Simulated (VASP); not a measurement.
## How U changes BeCo

Aim: follow the moments and the gap of BeCo as U grows. The start is a cell from a database of measured crystal structures.

Program: VASP 6.6.1. Level of theory: PBEsol, DFT+U (Co d 1 eV), spin-polarised from a ferromagnetic start (one magnetic atom a cell); plane waves and PAW (Co, Be), in the first sound run; inputs show where later runs differ. Results are calculated unless marked as measured.

Most raw output is cut from this account.

### 1. The starting structure

It takes space group Pm-3m (No. 221, cubic). The conventional cell has a = 2.606 Å, b = 2.606 Å, c = 2.606 Å, α = 90.00°, β = 90.00°, γ = 90.00°. Co has 8 Be at 2.26 Å nearest. Nearest to Be lie 8 Co at 2.26 Å. Farther neighbours are not listed.

Structure file:

```xyz
2
Lattice="2.6060 0.0000 0.0000 0.0000 2.6060 0.0000 0.0000 0.0000 2.6060" Properties=species:S:1:pos:R:3 pbc="T T T"
Co    1.3030    1.3030    1.3030
Be    0.0000    0.0000    0.0000
```

### 2. Series over U, U 0

U penalises partly filled orbitals; repeating the run over U shows how far moments and gap depend on it.

File INCAR:

```
SYSTEM = BeCo
PREC = Accurate
ENCUT = 350
EDIFF = 1E-06
NELM = 150
ISMEAR = 1
SIGMA = 0.1
LREAL = .FALSE.
ALGO = Normal
GGA = PS
NBANDS = 12
ISPIN = 2
MAGMOM = 2 0
LMAXMIX = 4
LORBIT = 11
LWAVE = .FALSE.
LCHARG = .FALSE.
KPAR = 2
AMIX = 0.2
BMIX = 1E-04
AMIX_MAG = 0.8
BMIX_MAG = 1E-04
NEDOS = 1200
LASPH = .TRUE.
```

File POSCAR:

```
BeCo
1.0
    2.6060000000      0.0000000000      0.0000000000
    0.0000000000      2.6060000000      0.0000000000
    0.0000000000      0.0000000000      2.6060000000
Co Be
1 1
Direct
    0.5000000000      0.5000000000      0.5000000000
    0.0000000000      0.0000000000      0.0000000000
```

File KPOINTS:

```
Automatic mesh
0
Gamma
7 7 7
0 0 0
```

PAW data sets: Co and Be (PBE family, release 64).

The run is started by

```
$ mpirun -np 2 vasp_std
```

Wall time 32 s (2 MPI ranks of AMD EPYC 7R13 (Zen 3), shared host); peak memory 0.2 GiB.

The electronic loop did not meet EDIFF within NELM cycles, so this run is left out of the comparison.

### 3. Series over U, u type 2, U 1

This step: PBEsol, DFT+U (Co d 1 eV), spin-polarised from a ferromagnetic start (one magnetic atom a cell); plane waves and PAW (Co, Be) (VASP 6.6.1).

Edit INCAR of step 2 so:

```diff
@@ -13,2 +13,9 @@
 MAGMOM = 2 0
+LDAU = .TRUE.
+LDAUTYPE = 2
+LDAUL = 2 -1
+LDAUU = 1 0
+LDAUJ = 0 0
+LDAUPRINT = 1
+LASPH = .TRUE.
 LMAXMIX = 4
@@ -23,2 +30 @@
 NEDOS = 1200
-LASPH = .TRUE.
```

POSCAR is that of step 2.

KPOINTS is that of step 2.

The run is started by

```
$ mpirun -np 2 vasp_std
```

The job ended after 3.8 s (2 MPI ranks; peak memory 0.18 GiB).

The cell holds one magnetic atom, so no antiferromagnetic order fits into it. The k-mesh is coarse for a metal. A U on the itinerant d states of such a compound is hard to justify; it moves the bands at the Fermi level and favours large moments. The PAW data sets were made with PBE, which is usual practice but a small mismatch for other functionals.

Numbers from this step:

- electronic cycles: 15
- electrons: 11
- free energy (TOTEN): -11.45 eV
- energy at zero smearing: -11.45 eV
- Fermi energy: 8.650 eV
- moment of the cell, from the last line of the log: 0.6667 μB
- labelled metallic, from the levels on this mesh: yes
- DOS at the Fermi level: 1.506 states/eV/cell

Spin moment in the PAW sphere by atom:

| atom | spin moment in the PAW sphere (μB) |
| --- | --- |
| Co1 | 0.709 |
| Be2 | -0.036 |

The density of states has structure finer than the step of the table below, so its rows give means over 1 eV, whole bins alone (the curve runs from -11.1 to 7.91 eV). Peaks (eV: height): total up -3.0: 2.28, -2.6: 2.23, -1.3: 2.96, -1.1: 3.49; total down -2.0: 2.37, -0.5: 2.73, -0.4: 2.78, 0.1: 2.05; Co s up -7.5: 0.157, -7.2: 0.159, 6.5: 0.232, 7.5: 0.158; Co s down -7.5: 0.173, -7.2: 0.134, 6.9: 0.231, 7.8: 0.159; Co p up -3.8: 0.223, 1.5: 0.230, 3.0: 0.187, 3.3: 0.151.

Means over bins of 0.086 eV. The density of states by energy, zero at the Fermi level; means over each step; 7 of 12 lines; values in states/eV/cell:

| energy (eV) | total up | total down | Co s up | Co s down | Co p up | Co p down | Co d up |
| --- | --- | --- | --- | --- | --- | --- | --- |
| -10 | 0.00184 | 0.00158 | 7.3e-4 | 6.1e-4 | 0 | 0 | 0 |
| -9 | 0.0580 | 0.0594 | 0.0216 | 0.0218 | 0.00159 | 0.00160 | 1.2e-4 |
| -8 | 0.104 | 0.0951 | 0.0336 | 0.0306 | 0.00632 | 0.00576 | 0.00179 |
| -7 | 0.112 | 0.110 | 0.0314 | 0.0312 | 0.00934 | 0.00907 | 0.00349 |
| -6 | 0.257 | 0.247 | 0.0641 | 0.0622 | 0.0241 | 0.0239 | 0.0280 |
| -5 | 0.341 | 0.264 | 0.0320 | 0.0375 | 0.0360 | 0.0345 | 0.106 |
| -4 | 0.735 | 0.456 | 0.0237 | 0.0105 | 0.0552 | 0.0467 | 0.395 |
| -3 | 1.13 | 0.713 | 0.0154 | 0.0301 | 0.0501 | 0.0457 | 0.830 |
| -2 | 1.08 | 1.06 | 0.00355 | 0.00326 | 0.0410 | 0.0541 | 0.891 |
| -1 | 1.75 | 1.25 | 0.0156 | 0.00666 | 0.0395 | 0.0412 | 1.57 |
| 0 | 0.412 | 1.51 | 0.00826 | 0.0140 | 0.0348 | 0.0400 | 0.300 |
| 1 | 0.399 | 0.251 | 0.0176 | 0.00428 | 0.0358 | 0.0158 | 0.252 |
| 2 | 0.172 | 0.521 | 0.00786 | 0.0213 | 0.0237 | 0.0435 | 0.0838 |
| 3 | 0.413 | 0.264 | 0.00961 | 0.00614 | 0.0766 | 0.0438 | 0.149 |
| 4 | 0.0131 | 0.176 | 6.2e-4 | 0.00387 | 0.00288 | 0.0297 | 0.00328 |
| 5 | 0.0693 | 0.0495 | 4.5e-6 | 0 | 0.0129 | 0.00820 | 0.0205 |
| 6 | 0.274 | 0.158 | 0.0163 | 4.5e-4 | 0.0432 | 0.0344 | 0.0748 |
| 7 | 0.411 | 0.392 | 0.0393 | 0.0420 | 0.0300 | 0.0350 | 0.132 |

Energy at zero smearing: -11.44829 eV.

### 4. Series over U, u type 2, U 2

This step: PBEsol, DFT+U (Co d 2 eV), spin-polarised from a ferromagnetic start (one magnetic atom a cell); plane waves and PAW (Co, Be) (VASP 6.6.1).

Edit INCAR of step 3 so:

```diff
@@ -16,3 +16,3 @@
 LDAUL = 2 -1
-LDAUU = 1 0
+LDAUU = 2 0
 LDAUJ = 0 0
```

POSCAR is that of step 3.

KPOINTS is that of step 3.

The run is started by

```
$ mpirun -np 2 vasp_std
```

Elapsed: 5.2 s, on 2 MPI ranks; peak memory 0.19 GiB.

Energy at zero smearing: -10.54081 eV.

The run ends at a pressure of -12.01 GPa.

### 5. Series over U, u type 1, U 4

This step: PBEsol, DFT+U (Co d 4 eV), spin-polarised from a ferromagnetic start (one magnetic atom a cell); plane waves and PAW (Co, Be) (VASP 6.6.1).

Edit INCAR of step 4 so:

```diff
@@ -14,6 +14,6 @@
 LDAU = .TRUE.
-LDAUTYPE = 2
+LDAUTYPE = 1
 LDAUL = 2 -1
-LDAUU = 2 0
-LDAUJ = 0 0
+LDAUU = 4 0
+LDAUJ = 0.5 0
 LDAUPRINT = 1
```

POSCAR is that of step 4.

KPOINTS is that of step 4.

The run is started by

```
$ mpirun -np 2 vasp_std
```

Elapsed: 4.4 s, on 2 MPI ranks; peak memory 0.18 GiB; 7.7 s of CPU time.

Energy at zero smearing: -9.21253 eV.

The run ends at a pressure of -13.55 GPa.

### 6. Series over U, u type 2, U 5

This step: PBEsol, DFT+U (Co d 5 eV), spin-polarised from a ferromagnetic start (one magnetic atom a cell); plane waves and PAW (Co, Be) (VASP 6.6.1).

Edit INCAR of step 5 so:

```diff
@@ -14,6 +14,6 @@
 LDAU = .TRUE.
-LDAUTYPE = 1
+LDAUTYPE = 2
 LDAUL = 2 -1
-LDAUU = 4 0
-LDAUJ = 0.5 0
+LDAUU = 5 0
+LDAUJ = 0 0
 LDAUPRINT = 1
```

POSCAR is that of step 5.

KPOINTS is that of step 5.

The run is started by

```
$ mpirun -np 2 vasp_std
```

The job ended after 32 s (2 MPI ranks; peak memory 0.2 GiB).

The electronic loop did not meet EDIFF within NELM cycles, so this run is left out of the comparison.

### 7. Summary

This step: DFT+U series, PBEsol; plane waves and PAW (VASP 6.6.1).

Derived from the runs above.

Energies at different U are not comparable. U series, by row:

| U (eV) | J (eV) | LDAUTYPE | start | energy (eV/atom) | mean moment (μB) | gap on the mesh (eV) | pressure (GPa) |
| --- | --- | --- | --- | --- | --- | --- | --- |
| 1 | 0 | 2 | fm | -5.724 | 0.709 | 0 | -9.775 |
| 2 | 0 | 2 | fm | -5.27 | 0.566 | 0 | -12.01 |
| 4 | 0.5 | 1 | fm | -4.606 | 0.777 | 0 | -13.55 |

### 8. What came out

| Quantity | Value |
| --- | --- |
| U = 1 eV, J = 0 eV, fm start | mean size of the moments 0.71 μB |
| U = 2 eV, J = 0 eV, fm start | mean size of the moments 0.57 μB |
| U = 4 eV, J = 0.5 eV, fm start | mean size of the moments 0.78 μB |

What this shows: For the ferromagnetic start without J, from U = 1 to 2 eV the mean moment goes from 0.71 to 0.57 μB, the cell stays metallic, and the pressure goes from -9.8 to -12.0 GPa. A jump between neighbouring rows can also mean that the runs ended in different spin or orbital states. U acts inside the PAW spheres, so the same number means something else in a code with other projectors.

[Lines on the potential files, build, host, timing and source positions are cut from VASP's logs without a mark.]

[Logs are printed without paths, hosts, clocks, repeated set-up lines and the standing remarks that a program may print on its own settings, such as how far it seeks lower states.]

[Hosts, paths, dates, database ids (printed as entryN), source tags and the programs' standing remarks are cut or masked in the printed files.]

[In band tables of VASP the shares of atoms and orbitals are scaled to a sum of 1 inside the atoms' spheres.]

[Runs that stopped without an error message from VASP are left out.]
